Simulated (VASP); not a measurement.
```yaml
crystal:
  lattice:
    - [0.00000, 2.71550, 2.71550]
    - [2.71550, 0.00000, 2.71550]
    - [2.71550, 2.71550, 0.00000]
  atoms:
    - { symbol: Si, position: [0.00000, 0.00000, 0.00000] }
    - { symbol: Si, position: [0.25000, 0.25000, 0.25000] }
```

The base run (VASP): PBE GGA, plane waves, VASP's PBE PAW potentials (set 64). Settings: 400 eV cut-off, 8×8×8 Γ-centred mesh, Gaussian smearing of 0.050 eV, potentials Si.

The base run took about 5 core-seconds. The timings are rough (shared machines, no repeats); factors under 2 mean little.

Pressures at a finite cut-off, here 400 eV, hold a Pulay part, which this task's highest cut-off puts under 0.2 GPa.

```tsv
setting	cost over the base run	electronic steps	pressure (GPa)
GGA = PS	within a factor of 2	11	0.25
base run	reference	11	1.93
IVDW = 11	within a factor of 2	11	1.13
GGA = 91	within a factor of 2	11	1.93
AGGAC = 0.0, GGA = BO, LUSE_VDW = .TRUE., PARAM1 = 0.1833333333, PARAM2 = 0.22	about 3 times	11	1.94
GGA removed, LMIXTAU = .TRUE., METAGGA = R2SCAN	about 6 times	15	0.50
GGA removed, LMIXTAU = .TRUE., METAGGA = SCAN	…	…	…
```

**Question.** What belongs in the gaps?

**Answer.** 
- GGA removed, LMIXTAU = .TRUE., METAGGA = SCAN, cost over the base run: about 8 times
- GGA removed, LMIXTAU = .TRUE., METAGGA = SCAN, electronic steps: 20
- GGA removed, LMIXTAU = .TRUE., METAGGA = SCAN, pressure (GPa): -0.20

Left out are runs that failed, have no time on record or changed the cell.

The compound is Si in the diamond structure. The cell was not relaxed at this level.
